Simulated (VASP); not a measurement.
```
Ru
1.0
    2.74007     0.00000     0.00000
   -1.37003     2.37297     0.00000
    0.00000     0.00000     8.81620
Ru
4
Direct
  0.00000   0.00000   0.00000
  0.00000   0.00000   0.50000
  0.33333   0.66667   0.25000
  0.66667   0.33333   0.75000
```

All values below come from LDA (Ceperley-Alder, Perdew-Zunger), VASP's LDA PAW potentials (set 64) (plane waves; VASP). Numerical set-up: 300 eV cut-off, 9×9×3 Γ-centred mesh, Gaussian smearing of 0.10 eV, potentials Ru_pv.

At this cut-off the stress carries a Pulay error, which pulls relaxed volumes low. Energy and stress use the plane-wave basis of the starting cell.

Question: The ions, cell shape and volume are relaxed. Give the cell that the relaxation ends in.

Answer: 
```
Ru
1.0
    2.66110     0.00000     0.00000
   -1.33055     2.30458     0.00000
    0.00000     0.00000     8.55742
Ru
4
Direct
  0.00000   0.00000   0.00000
  0.00000   0.00000   0.50000
  0.33333   0.66667   0.25000
  0.66667   0.33333   0.75000
```
Space group P6_3/mmc (194), at a tolerance of 0.03 Å.

Question: How do energy and volume change from the first to the last step?

Answer: The energy (σ→0) changes by -106.6 meV/atom and the volume by -8.4 %, in 8 ionic steps.

The structure was generated: Ru was put into an ordered model structure, which need not be its known phase. This run relaxes it. Symmetry was kept, so distortions that lower it aren't found. The k-mesh is coarse (spacing up to 0.30 per Å, 2π included), so the numbers may not be converged in it. The run is one of a series of settings (EDIFFG = -0.01, IBRION = 2, ISIF = 3, NSW = 50 against the base run), some of them coarse on purpose.
